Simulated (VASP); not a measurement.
Consider the following.

```xyz
3
Lattice="0.0000 2.9591 2.9591 2.9591 0.0000 2.9591 2.9591 2.9591 0.0000" Properties=species:S:1:pos:R:3 pbc="T T T"
Pb     0.0000     0.0000     0.0000
F      1.4796     1.4796     1.4796
F      4.4387     4.4387     4.4387
```

All values below come from r2SCAN meta-GGA, VASP's PBE PAW potentials (set 64) (plane waves; VASP). Numerical set-up: 520 eV cut-off, 7×7×7 Γ-centred mesh, tetrahedra with Blöchl corrections, potentials Pb_d F.

Unless said otherwise, spin-orbit coupling is left out, though it shifts the bands of the heavy elements here.

Problem. Predict the energy per atom (σ→0), band gap (over mesh and band path) with the smallest direct gap where there is one.

Solution. 
The band gap (over mesh and band path) is 4.93 eV, the smallest direct gap (over mesh and band path) comes out as 5.08 eV and the energy per atom (σ→0) is -23.387 eV/atom.

Total energies compare only between runs with the same potentials, cut-off and functional.

The compound is PbF2 in the fluorite structure, the β form. It was relaxed first.
